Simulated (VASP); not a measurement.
Data:

```yaml
crystal:
  lattice:
    - [2.84941, 1.64511, 2.33721]
    - [-2.84941, 1.64511, 2.33721]
    - [0.00000, -3.29022, 2.33721]
  atoms:
    - { symbol: Ba, position: [0.00036, 0.00036, 0.00036] }
    - { symbol: Ti, position: [0.51367, 0.51367, 0.51367] }
    - { symbol: O, position: [0.48889, 0.97928, 0.48889] }
    - { symbol: O, position: [0.48889, 0.48889, 0.97928] }
    - { symbol: O, position: [0.97928, 0.48889, 0.48889] }
```

Method: r2SCAN meta-GGA, VASP's PBE PAW potentials (set 64) (plane waves; VASP 6.6.1). Numerical set-up: 520 eV cut-off, 6×6×6 Γ-centred mesh, tetrahedra with Blöchl corrections, potentials Ba_sv Ti_sv O.

Unless said otherwise, spin-orbit coupling is left out, though it shifts the bands of the heavy elements here.

Problem. Estimate the energy per atom (σ→0), band gap (over mesh and band path) with the smallest direct gap where there is one.

Solution. 
| Property | Result |
|---|---|
| band gap (over mesh and band path) | 2.75 eV |
| smallest direct gap (over mesh and band path) | 3.16 eV |
| energy per atom (σ→0) | -14.855 eV/atom |

Only differences to runs with the same potentials and settings are physical.

The structure comes from a computed database's BaTiO3 entry (R3m); how it stands against other phases isn't given here. It was relaxed first.
